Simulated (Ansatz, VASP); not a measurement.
**MgPd: VASP beside Ansatz**

Aim: how closely do two programs agree when they are given the same cell, functional and k mesh? The cell is taken from a series of runs on this material, whose earlier steps may have relaxed, scaled, displaced or heated it; both programs get it as it stands.

Method: plane waves, with VASP 6.6.1 beside it; zone-centre phonons at PBEsol, in Ansatz 0.2.0.

## 1. The starting structure

It takes space group Pm-3m (No. 221, cubic). The conventional cell has a = 3.143 Å, b = 3.143 Å, c = 3.143 Å, α = 90.00°, β = 90.00°, γ = 90.00°. Mg has 8 Pd at 2.72 Å nearest. Nearest to Pd lie 8 Mg at 2.72 Å. Farther neighbours are not listed.

As a file:

```
Mg Pd
1.0
     3.14321    0.00000    0.00000
     0.00000    3.14321    0.00000
     0.00000    0.00000    3.14321
Mg Pd
1 1
Direct
  0.00000 0.00000 0.00000
  0.50000 0.50000 0.50000
```

## 2. VASP: zone-centre phonons, PBEsol

Second derivatives magnify differences that forces hide, and they need a tight electronic threshold.

Lines of VASP's logs that name or quote its potential files are left out, and so is its time.

INCAR reads:

```
SYSTEM = MgPd
PREC = Accurate
ENCUT = 600
EDIFF = 1E-08
NELM = 120
ISMEAR = -1
SIGMA = 0.1
LREAL = .FALSE.
ALGO = Normal
GGA = PS
NBANDS = 12
LASPH = .TRUE.
LORBIT = 11
LWAVE = .FALSE.
LCHARG = .FALSE.
ISIF = 2
IBRION = 8
GGA_COMPAT = .FALSE.
KPAR = 2
```

POSCAR reads:

```
MgPd
1.0
    3.1432099372      0.0000000000      0.0000000000
    0.0000000000      3.1432099372      0.0000000000
    0.0000000000      0.0000000000      3.1432099372
Mg Pd
1 1
Direct
    0.0000000000      0.0000000000      0.0000000000
    0.5000000000      0.5000000000      0.5000000000
```

KPOINTS reads:

```
Automatic mesh
0
Gamma
16 16 16
0 0 0
```

PAW data sets: Mg and Pd (PBE family, release 64).

Command:

```bash
$ mpirun -np 2 vasp_std
```

Numbers of over 12 decimals in the logs are rounded to 6 here.

What it wrote:

```text
[banner, memory and clock lines left out]
running    2 mpi-ranks, on    1 nodes
 distrk:  each k-point on    1 cores,    2 groups
 distr:  one band on    1 cores,    1 groups

 POSCAR found type information on POSCAR MgPd
 POSCAR found :  2 types and       2 ions
|                                                                             |
|               ----> ADVICE to this user running VASP <----                  |
|                                                                             |
|     You enforced a specific xc type in the INCAR file but a different       |
|     [... a line on the potential file left out ...]
|     I HOPE YOU KNOW WHAT YOU ARE DOING!                                     |
|                                                                             |

 LDA part: xc-table for (Slater+PW92), standard interpolation
 POSCAR, INCAR and KPOINTS ok, starting setup
 FFT: planning ... GRIDC
 FFT: planning ... GRID_SOFT
 FFT: planning ... GRID
 WAVECAR not read
 entering main loop
       N       E                     dE             d eps       ncg     rms          rms(c)
DAV:   1     0.490413380887E+02    0.49041E+02   -0.63798E+03  4184   0.100E+03
DAV:   2    -0.839435125955E+01   -0.57436E+02   -0.53215E+02  4372   0.180E+02
DAV:   3    -0.941386231273E+01   -0.10195E+01   -0.10167E+01  4768   0.252E+01
DAV:   4    -0.941880895867E+01   -0.49466E-02   -0.49462E-02  4440   0.190E+00
DAV:   5    -0.941888158702E+01   -0.72628E-04   -0.72629E-04  4828   0.243E-01    0.509E+00
DAV:   6    -0.918701403922E+01    0.23187E+00   -0.27058E+00  4324   0.125E+01    0.145E+00
DAV:   7    -0.912024469278E+01    0.66769E-01   -0.29916E-01  4268   0.441E+00    0.913E-01
DAV:   8    -0.910391424236E+01    0.16330E-01   -0.10388E-02  4580   0.801E-01    0.971E-02
DAV:   9    -0.910368481431E+01    0.22943E-03   -0.83436E-04  4656   0.234E-01    0.552E-02
DAV:  10    -0.910367094402E+01    0.13870E-04   -0.14462E-05  4628   0.320E-02    0.279E-03
DAV:  11    -0.910367066506E+01    0.27896E-06   -0.81340E-07  4696   0.706E-03    0.175E-03
DAV:  12    -0.910367062273E+01    0.42333E-07   -0.18758E-08  4392   0.119E-03    0.106E-04
DAV:  13    -0.910367062507E+01   -0.23393E-08   -0.42339E-10  2444   0.185E-04
   1 F= -.91036706E+01 E0= -.90910773E+01  d E =-.251867E-01
 Linear response reoptimize wavefunctions to high precision
DAV:   1    -0.910367063072E+01   -0.56543E-08   -0.57305E-11  2700   0.689E-05
DAV:   2    -0.910367063072E+01    0.23874E-11   -0.12296E-11  2260   0.234E-05
 Linear response DOF=           2
 Linear response progress:
  Degree of freedom:   1/  2
       N       E                     dE             d eps       ncg     rms          rms(c)
RMM:   1    -0.228985282564E-02   -0.22899E-02   -0.26003E-03 18191   0.354E-01
RMM:   2    -0.221399368046E-02    0.75859E-04   -0.75733E-05 14953   0.559E-02    0.379E-02
RMM:   3    -0.219624950341E-02    0.17744E-04   -0.47162E-05 15213   0.394E-02    0.184E-02
RMM:   4    -0.222036656261E-02   -0.24117E-04   -0.22728E-05 15149   0.263E-02    0.504E-03
RMM:   5    -0.222725464954E-02   -0.68881E-05   -0.96787E-07 15155   0.749E-03    0.781E-04
RMM:   6    -0.222743404621E-02   -0.17940E-06   -0.33219E-08 15502   0.116E-03    0.337E-04
RMM:   7    -0.222747500900E-02   -0.40963E-07   -0.20189E-08 15598   0.859E-04    0.108E-04
RMM:   8    -0.222750837463E-02   -0.33366E-07   -0.33609E-10 15915   0.166E-04    0.625E-05
RMM:   9    -0.222753377564E-02   -0.25401E-07   -0.10150E-10 16132   0.691E-05    0.229E-05
RMM:  10    -0.222755032501E-02   -0.16549E-07    0.67308E-11 15981   0.450E-05    0.590E-06
RMM:  11    -0.222754983990E-02    0.48511E-09    0.35277E-11 16362   0.101E-05    0.328E-06
 first order change of Fermi-energy   0.25074E-05
 force on displaced ion       1 direction 1 :  -4.510   0.000  -0.000
 Linear response progress:
  Degree of freedom:   2/  2
       N       E                     dE             d eps       ncg     rms          rms(c)
RMM:   1    -0.252919191295E+00   -0.25292E+00   -0.23194E-01 15351   0.365E+00
RMM:   2    -0.254509251736E+00   -0.15901E-02   -0.27521E-03 14752   0.414E-01    0.878E-02
RMM:   3    -0.254678490370E+00   -0.16924E-03   -0.83046E-05 16457   0.745E-02    0.494E-02
RMM:   4    -0.255052554847E+00   -0.37406E-03   -0.19162E-04 16170   0.864E-02    0.103E-02
RMM:   5    -0.254957371868E+00    0.95183E-04   -0.61047E-06 16514   0.187E-02    0.394E-03
RMM:   6    -0.254945955589E+00    0.11416E-04   -0.21415E-07 16972   0.340E-03    0.235E-03
RMM:   7    -0.254913129088E+00    0.32827E-04   -0.10859E-08 16961   0.928E-04    0.108E-03
RMM:   8    -0.254894406317E+00    0.18723E-04   -0.83679E-08 16244   0.179E-03    0.110E-04
RMM:   9    -0.254894675472E+00   -0.26916E-06   -0.45478E-09 17652   0.274E-04    0.833E-05
RMM:  10    -0.254895275052E+00   -0.59958E-06   -0.35098E-09 16775   0.161E-04    0.434E-06
RMM:  11    -0.254895322369E+00   -0.47317E-07   -0.98339E-09 18177   0.507E-05    0.976E-07
RMM:  12    -0.254895323764E+00   -0.13948E-08   -0.12400E-08 17683   0.361E-05    0.145E-06
 first order change of Fermi-energy   0.10996E-02
 force on displaced ion       2 direction 1 :  -4.507   0.000   0.000
 Linear response finished
```

Parts of OUTCAR (step 2):

```text
ion  position               nearest neighbor table
   1  0.000  0.000  0.000-   2 2.72   2 2.72   2 2.72   2 2.72   2 2.72   2 2.72   2 2.72   2 2.72

  LATTYP: Found a simple cubic cell.
 ALAT       =     3.1432099372

 Subroutine GETGRP returns: Found 48 space group operations
 (whereof 48 operations were pure point group operations)

The static configuration has the point symmetry O_h .

 Found    165 irreducible k-points:

   k-points           NKPTS =    165   k-points in BZ     NKDIM =    165   number of bands    NBANDS=     12

   dimension x,y,z NGX =    28 NGY =   28 NGZ =   28
   dimension x,y,z NGXF=    56 NGYF=   56 NGZF=   56

   ENCUT  =  600.0 eV  44.10 Ry    6.64 a.u.   6.28  6.28  6.28*2*pi/ulx,y,z

   NELECT =      12.0000    total number of electrons

 k-points in reciprocal lattice and weights: Automatic mesh
   0.00000000  0.00000000  0.00000000       0.000
   0.06250000  0.00000000  0.00000000       0.001
   0.12500000  0.00000000  0.00000000       0.001
   0.18750000  0.00000000  0.00000000       0.001
   0.25000000  0.00000000  0.00000000       0.001
   0.31250000  0.00000000  0.00000000       0.001
   0.37500000  0.00000000  0.00000000       0.001
   0.43750000  0.00000000  0.00000000       0.001
   0.50000000  0.00000000  0.00000000       0.001
[...]
0.50000000  0.50000000  0.43750000       0.001
   0.50000000  0.50000000  0.50000000       0.000

 average (electrostatic) potential at core
       1 -33.5881       2 -73.6529

  Total       -0.0111532     -0.0111532     -0.0111532     -0.0000000     -0.0000000      0.0000000
  in kB       -0.5754281     -0.5754281     -0.5754281     -0.0000000     -0.0000000      0.0000000
  external PRESSURE =      -0.5754281 kB  Pullay stress =       0.0000000 kB

  energy-cutoff  :      600.00
  volume of cell :       31.05
      direct lattice vectors                 reciprocal lattice vectors
     3.143209937  0.000000000  0.000000000     0.318146105  0.000000000  0.000000000
     0.000000000  3.143209937  0.000000000     0.000000000  0.318146105  0.000000000
     0.000000000  0.000000000  3.143209937     0.000000000  0.000000000  0.318146105

 POSITION                                       TOTAL-FORCE (eV/Angst)
 -----------------------------------------------------------------------------------
      0.00000      0.00000      0.00000         0.000000      0.000000      0.000000
      1.57160      1.57160      1.57160         0.000000      0.000000      0.000000
 -----------------------------------------------------------------------------------
    total drift:                                0.000000      0.000000      0.000000

 Eigenvectors and eigenvalues of the dynamical matrix
 ----------------------------------------------------

   1 f  =    7.463574 THz    46.895016 2PiTHz  248.958016 cm-1    30.866846 meV
             X         Y         Z           dx          dy          dz
      0.000000  0.000000  0.000000     0.000000   -0.000000   -0.902322
      1.571605  1.571605  1.571605    -0.000000    0.000000    0.431063

   2 f  =    7.463574 THz    46.895016 2PiTHz  248.958016 cm-1    30.866846 meV
             X         Y         Z           dx          dy          dz
      0.000000  0.000000  0.000000    -0.902320   -0.001777   -0.000000
      1.571605  1.571605  1.571605     0.431062    0.000849    0.000000

   3 f  =    7.463574 THz    46.895016 2PiTHz  248.958016 cm-1    30.866846 meV
             X         Y         Z           dx          dy          dz
      0.000000  0.000000  0.000000    -0.001777    0.902320   -0.000000
      1.571605  1.571605  1.571605     0.000849   -0.431062    0.000000

   4 f/i=    0.001047 THz     0.006581 2PiTHz    0.034939 cm-1     0.004332 meV
             X         Y         Z           dx          dy          dz
      0.000000  0.000000  0.000000    -0.430384   -0.024195    0.000000
      1.571605  1.571605  1.571605    -0.900899   -0.050646    0.000000

   5 f/i=    0.001047 THz     0.006581 2PiTHz    0.034939 cm-1     0.004332 meV
             X         Y         Z           dx          dy          dz
      0.000000  0.000000  0.000000     0.000000   -0.000000   -0.431063
      1.571605  1.571605  1.571605    -0.000000    0.000000   -0.902322

   6 f/i=    0.001047 THz     0.006581 2PiTHz    0.034939 cm-1     0.004332 meV
             X         Y         Z           dx          dy          dz
      0.000000  0.000000  0.000000    -0.024195    0.430384   -0.000000
      1.571605  1.571605  1.571605    -0.050646    0.900899    0.000000

 ELASTIC MODULI CONTR FROM IONIC RELAXATION (kBar)
 Direction    XX          YY          ZZ          XY          YZ          ZX
 --------------------------------------------------------------------------------
 XX           0.0000      0.0000      0.0000      0.0000      0.0000      0.0000
 YY           0.0000      0.0000      0.0000      0.0000      0.0000      0.0000
 ZZ           0.0000      0.0000      0.0000      0.0000      0.0000      0.0000
 XY           0.0000      0.0000      0.0000      0.0000      0.0000      0.0000
 YZ           0.0000      0.0000      0.0000      0.0000      0.0000      0.0000
 ZX           0.0000      0.0000      0.0000      0.0000      0.0000      0.0000
 --------------------------------------------------------------------------------
```

## 3. Ansatz: zone-centre phonons, PBEsol

Ansatz runs on its default PAW (the set named soft_2) files.

The same cell, functional, mesh and smearing now go to Ansatz, which takes its cutoff from its data sets.

input.yaml reads:

```yaml
crystal:
  lattice:
    - [3.1432099372, 0.0, 0.0]
    - [0.0, 3.1432099372, 0.0]
    - [0.0, 0.0, 3.1432099372]
  atoms:
    - { symbol: Mg, position: [0.0, 0.0, 0.0] }
    - { symbol: Pd, position: [0.5, 0.5, 0.5] }
kpoints:
  mp_grid: { grid: [16, 16, 16] }
hamiltonian:
  xc: pbesol
scf:
  occupations: { method: fermi_dirac, width: 0.1 }
output:
  eigenvalues: true
phonons:
  method: dfpt
  qpoints:
    - [0, 0, 0]
    - [0.0, 0.0625, 0.0]
    - [0.0, 0.1875, 0.0]
    - [0.0, 0.3125, 0.0]
    - [0.0, 0.4375, 0.0]
```

Command:

```bash
$ ansatz run input.yaml --threads 4 --pin off --max-ram 8192MiB --backend cpu --events-out ev --progress --plain --runs-dir out
```

What it wrote:

```text
Engine: ansatz 0.2.0, aarch64-unknown-linux-gnu
Pseudopotentials: kind: paw
Pseudopotential: Mg, paw, valence charge 10, recommended cutoff 420 eV (normal), Mg.paw.azcp
Pseudopotential: Pd, paw, valence charge 18, recommended cutoff 420 eV (normal), Pd.paw.azcp
Functional definition: PBEsol
  exchange = pbesol_x
  correlation = pbesol_c
Crystal: 2 atoms, lattice volume = 31.054 Å³
Basis set: ecut = 420 eV, 619 PW (Γ), exchange–correlation on 48×48×48 points (8 copies of the dense FFT grid, shifted against one another)
Bands: 18, of which v1, the nominal top of the filled ones, is band 14 counted from 1 (13 counted from 0)
Symmetry: 48 space group operations
k-points: 165 of 4096
Non-local potential: Mg, projectors of the file, l = 0: 3, l = 1: 2, l = 2: 1
Non-local potential: Pd, projectors of the file, l = 0: 2, l = 1: 2, l = 2: 2, l = 3: 1
PAW form: soft (Blöchl's): semilocal exchange-correlation on the pseudo side does not see the compensation charge
PAW frozen core: Mg, regenerated for the run's functional, and the local potential with it (the file was generated under x = pbe(κ = 0.804, μ = 0.219515), c = pbe(β = 0.066725))
PAW frozen core: Pd, regenerated for the run's functional, and the local potential with it (the file was generated under x = pbe(κ = 0.804, μ = 0.219515), c = pbe(β = 0.066725))
PAW one-centre angular grid: Mg, 110 points (default); XC on 64 Gauss nodes
PAW one-centre angular grid: Pd, 590 points (default); XC on 64 Gauss nodes
Initial density: superposition of atomic densities (neutral atoms: chi_scale 0, normalization atom), corrected by the library's trained network
Initial wavefunctions: pseudopotential atomic-orbital guess
Functional: x = pbesol(κ = 0.804, μ = 0.123457), c = pbesol(β = 0.046)
SCF iter   1: F=—  HF=-8820.117099 eV  |F-HF|=—  |Δ(HF+E_count)|=         —  Δρ=9.02e-3  dr2=2.65e-2  ethr=1.77e-3  ⟨swp⟩=5.0  Hψ=13957  notcnv=0
preconditioner: auto → none  [metal: Δε(μ)=0.029 eV  Ē_g=9.333 eV  σ=0.100 eV  W_gap=0.07  n_scr=6 (ndim 8)  ℏωp=23.1 eV  f_vac=0.000  D(μ)=0.78/eV (n_scr^D=6)  sad-step TF]
SCF iter   2: F=—  HF=-8820.112860 eV  |F-HF|=—  |Δ(HF+E_count)|=   4.24e-3  Δρ=4.48e-3  dr2=7.37e-3  ethr=9.45e-5  ⟨swp⟩=1.0  Hψ=4326  notcnv=0
SCF iter   3: F=—  HF=-8820.111312 eV  |F-HF|=—  |Δ(HF+E_count)|=   1.55e-3  Δρ=4.26e-4  dr2=5.16e-5  ethr=2.63e-5  ⟨swp⟩=2.0  Hψ=3551  notcnv=0
SCF iter   4: F=—  HF=-8820.111301 eV  |F-HF|=—  |Δ(HF+E_count)|=   1.11e-5  Δρ=5.70e-5  dr2=4.45e-7  ethr=1.84e-7  ⟨swp⟩=2.3  Hψ=4310  notcnv=0
SCF iter   5: F=—  HF=-8820.111305 eV  |F-HF|=—  |Δ(HF+E_count)|=   4.13e-6  Δρ=1.58e-5  dr2=5.18e-8  ethr=1.59e-9  ⟨swp⟩=2.0  Hψ=5152  notcnv=0
SCF iter   6: F=—  HF=-8820.111305 eV  |F-HF|=—  |Δ(HF+E_count)|=   5.74e-9  Δρ=1.05e-6  dr2=1.37e-10  ethr=1.85e-10  ⟨swp⟩=2.6  Hψ=4767  notcnv=0
SCF iter   7: F=-8820.111305 eV  HF=-8820.111305 eV  |F-HF|=0.00e0  |Δ(HF+E_count)|=  6.91e-11  Δρ=8.83e-8  dr2=7.18e-13  ethr=1.00e-12  ⟨swp⟩=5.4  Hψ=11985  notcnv=0
SCF 1 converged in 7 iterations: F = -8820.111305 eV  dr2 = 7.18e-13
  greatest PAW one-centre occupation: 1.000 electrons in one spin orbital (limit 2), on the Mg atom at site 0 (counted from 0), in its partial waves of l = 0
NSCF: frozen V_eff on 165 k-points
WARN: eigensolver did not converge in 6 slots of this pass, the one above among them; of largest residual over every band (k=42): 1 band(s) unlocked (lowest unlocked band 17, counted from 0; max residual 5.03e-4 eV among the unlocked bands, 5.03e-4 eV over every band); of lowest unlocked band (k=39): band 17
NSCF: frozen V_eff on 405 k-points
DFPT response loops at q = (0, 0, 0) (fractional): preconditioner auto → Kerker (q_TF=auto, 2.682 Å⁻¹) (partly filled bands, converged f_vac=0.000); β = 1.00, the filter's whole step (`scf.mixing.beta` (0.50) is not read by the response loops under this deck's `scf.mixing.preconditioner`; to damp them name `kerker` or `kerker_dos`, under which they read `scf.mixing.beta`, and type it under 1.00, their step now; both keys bind the ground state too); Broyden in place of MSR1
NSCF: frozen V_eff on 2592 k-points
DFPT response loops at q = (0, 0.0625, 0) (fractional): mixed as the last ones told, above
NSCF: frozen V_eff on 2592 k-points
DFPT response loops at q = (0, 0.1875, 0) (fractional): mixed as the last ones told, above
NSCF: frozen V_eff on 2592 k-points
DFPT response loops at q = (0, 0.3125, 0) (fractional): mixed as the last ones told, above
NSCF: frozen V_eff on 2592 k-points
DFPT response loops at q = (0, 0.4375, 0) (fractional): mixed as the last ones told, above
SCF converged after 7 iterations
Free energy (F): -8820.111305 eV
Harris-Foulkes:  -8820.111305 eV  (|F-HF|=0.00e0)
Internal energy: -8820.086104 eV  (E = F + TS)
E sigma→0 (E₀):  -8820.098705 eV
Entropy (-TS):   -0.025201 eV (-12.601 meV/atom)
Fermi energy:    13.857442 eV
--- Per-component energies (eV) ---
  E_band       = -519.019280
  E_kinetic    = 592.558689
  E_local      = -3474.516590  (includes V_loc(G=0)·N_el)
  E_nonlocal   = 314.894408
  E_hartree    = 1327.227011
  E_xc         = -197.665832
  E_vxc        = -250.087071  (∫ρ·V_xc dr)
  E_paw        = -3966.038563  (= ΣΔE_a)
  E_vpaw       = -356.322925  (= ΣTr[D̂ρ^β])
  E_aug_tail   = 0.000172  (compensation charges beyond the density's cutoff)
  E_ewald      = -3416.906784
  E_core_change = 0.361386  (= ΣΔE_core)
  E_smearing   = -0.025201  (= −TS)
  E_closure    = 0.000000  (closes the sum)
  Σ components = -8820.111305   (vs F -8820.111305, Δ=0.00e0)
--- Band table (eV; the first three rows and the last of 165) ---
  k-point 0: bands = [... 10 lower, 9.6976, 11.7465, 11.7465, 11.7465, 20.9183, 20.9183, 20.9183, 23.7374]
  k-point 1: bands = [... 10 lower, 9.7261, 11.7122, 11.7122, 11.7503, 20.3114, 21.0095, 21.0095, 23.6856]
  k-point 2: bands = [... 10 lower, 9.8076, 11.6170, 11.6170, 11.7612, 19.1211, 21.2745, 21.2745, 23.5372]
  k-point 164: bands = [... 10 lower, 9.5321, 12.5109, 12.5109, 17.2403, 17.2403, 17.2403, 20.2425, 21.0509]
--- Phonons (Γ-DFPT): 2 representative perturbations + reference (Σ response iterations 7) ---
  ASR residual: 2.119e-4 → 0.000e0 eV/Å²; symmetrization residual: 1.127e-6 eV/Å²
  ASR residual per site (eV/Å²): 2.33e-5 2.12e-4
  Γ frequencies (cm⁻¹): 0.00 0.00 0.00 247.93 247.93 247.93
  non-analytic LO–TO correction: not included (Born effective charges unavailable; polar crystals: no LO–TO splitting at Γ)
--- Phonons (arbitrary-q DFPT): 5 explicit q-points ---
  q = [0, 0, 0] (of the zone-centre solve; hermiticity 5.04e-7, symmetrization 4.31e-12): -0.00 -0.00 0.00 247.93 247.93 247.93
  q = [0, 0.0625, 0] (4 solved perturbations in 4032 linear systems a pass and spin channel, the states on 1296 of 4096 k-point pairs; hermiticity 3.80e-7, symmetrization 3.69e-11): 20.30 20.30 24.40 247.38 247.38 249.50
  q = [0, 0.1875, 0] (4 solved perturbations in 4032 linear systems a pass and spin channel, the states on 1296 of 4096 k-point pairs; hermiticity 8.65e-7, symmetrization 7.08e-11): 59.53 59.53 73.89 243.24 243.24 265.32
  q = [0, 0.3125, 0] (4 solved perturbations in 4032 linear systems a pass and spin channel, the states on 1296 of 4096 k-point pairs; hermiticity 4.55e-7, symmetrization 4.39e-11): 93.37 93.37 108.81 236.59 236.59 293.25
  q = [0, 0.4375, 0] (4 solved perturbations in 4032 linear systems a pass and spin channel, the states on 1296 of 4096 k-point pairs; hermiticity 4.35e-7, symmetrization 1.55e-12): 114.36 114.36 124.95 231.04 231.04 315.06
  sum rule: each row above includes the acoustic sum rule's correction from the zone centre's row sums; it moved no ω² by more than (0.74 cm⁻¹)²
```

The column dr2 measures how far the density is from self-consistency, as an energy; F and HF (Harris–Foulkes) agree once it is small.

## 4. Differences

Known differences besides the potentials themselves: the data sets hold 28 valence electrons in Ansatz (on its default PAW (the set named soft_2) files) and 12 in VASP; the cutoff is 420 eV in Ansatz and 600 eV in VASP; Ansatz makes its cores anew for this functional, VASP keeps those of its PBE data sets. Total energies have different zeros and are not compared.

Compared:

```csv
quantity,Ansatz,VASP,difference
optical mode 1 to 3 (cm⁻¹),247.9,249.0,-0.41 %
```

Modes are paired by rising frequency, not by their patterns, so a pair may set unlike modes beside each other; they are those without the splitting of longitudinal modes.

## 5. What came out

```
r.m.s. difference of the optical zone-centre modes, each program's sorted by frequency (zone-centre phonons, PBEsol) : 1.0 cm⁻¹
```

What this shows: The r.m.s. difference of the optical zone-centre modes, each program's sorted by frequency is 1.0 cm⁻¹ (zone-centre phonons, PBEsol). The data sets hold unlike numbers of valence electrons (28 in Ansatz and 12 in VASP), so part of the differences comes from the potentials. How closely two codes agree says nothing of how well the functional describes the real material.

[Lines on the potential files, build, host, timing and source positions are cut from VASP's logs without a mark.]

[Logs are printed without paths, hosts, clocks, repeated set-up lines and the standing remarks that a program may print on its own settings, such as how far it seeks lower states.]

[Hosts, paths, dates, database ids (printed as entryN), source tags and the programs' standing remarks are cut or masked in the printed files.]
